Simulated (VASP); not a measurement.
```
CELL_PARAMETERS angstrom
     -2.52548     4.70985     2.56527
      2.52548    -4.70985     2.56527
      2.52548     4.70985    -2.56527
ATOMIC_POSITIONS crystal
  Be 0.25000 0.25000 0.00000
  Be 0.75000 0.75000 0.00000
  Cl 0.61573 0.28446 0.90019
  Cl 0.38427 0.71554 0.09981
  Cl 0.88427 0.78446 0.66874
  Cl 0.11573 0.21554 0.33126
```

Computed with LDA (Ceperley-Alder, Perdew-Zunger), VASP's LDA PAW potentials (set 64) (plane waves; VASP 6.6.1). Numerical set-up: 400 eV cut-off, 8×8×8 Γ-centred mesh, Gaussian smearing of 0.010 eV, potentials Be Cl.

What does the run give for the energy per atom (σ→0)?

```
Property                       Result
---------------------  --------------
energy per atom (σ→0)  -4.328 eV/atom
```

Total energies compare only between runs with the same potentials, cut-off and functional.

The structure comes from a computed database's BeCl2 entry (Ibam), a phase known from measurement. It was relaxed first, which changed the volume by -13 %.
